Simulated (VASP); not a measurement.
A VASP calculation is set up with these files.

File KPOINTS:
```
Automatic mesh
0
gamma
 8 8 8
```

File POSCAR:
```
BaO
1.0
  0.0000000000   2.8347894832   2.8347894832
  2.8347894832   0.0000000000   2.8347894832
  2.8347894832   2.8347894832   0.0000000000
Ba O
1 1
Cartesian
  0.0000000000   0.0000000000   0.0000000000
  2.8347894832   2.8347894832   2.8347894832
```

INCAR:
```
SYSTEM = BaO
PREC = Accurate
ENCUT = 520
EDIFF = 1E-7
NELM = 100
ALGO = Normal
LREAL = .FALSE.
LASPH = .TRUE.
ISMEAR = 0
SIGMA = 0.05
GGA = PE
LMAXMIX = 4
LWAVE = .FALSE.
LCHARG = .FALSE.
ISIF = 2
```

POTCAR, in this order: Ba_sv O (PBE.64 set). Program: vasp_std.

Problem. Translate this PBE calculation to Quantum ESPRESSO's pw.x.

Solution. One equivalent input (not run):
```
&CONTROL
  calculation = 'scf'
  pseudo_dir = './pseudo'
  outdir = './out'
  tprnfor = .true.
  tstress = .true.
/
&SYSTEM
  ibrav = 0
  nat = 2
  ntyp = 2
  ecutwfc = 84
  occupations = 'smearing'
  smearing = 'gaussian'
  degauss = 0.003675
  input_dft = 'pbe'
/
&ELECTRONS
  conv_thr = 7.3e-09
  electron_maxstep = 100
/
ATOMIC_SPECIES
  Ba 137.327 Ba.upf
  O 15.999 O.upf
CELL_PARAMETERS angstrom
     0.0000000    2.8347895    2.8347895
     2.8347895    0.0000000    2.8347895
     2.8347895    2.8347895    0.0000000
ATOMIC_POSITIONS crystal
  Ba   0.0000000  0.0000000  0.0000000
  O    0.5000000  0.5000000  0.5000000
K_POINTS automatic
  8 8 8 0 0 0
```
What does not carry over: the potentials are each code's own (VASP's PAW set, PseudoDojo norm-conserving files in pw.x), so ENCUT and ecutwfc are chosen apart and not converted; conv_thr bounds pw.x's estimated SCF error, while EDIFF bounds the energy change between steps.

The compound is BaO in the rock salt structure. This cell is one point of a volume scan, at 1.03 of the reference volume.
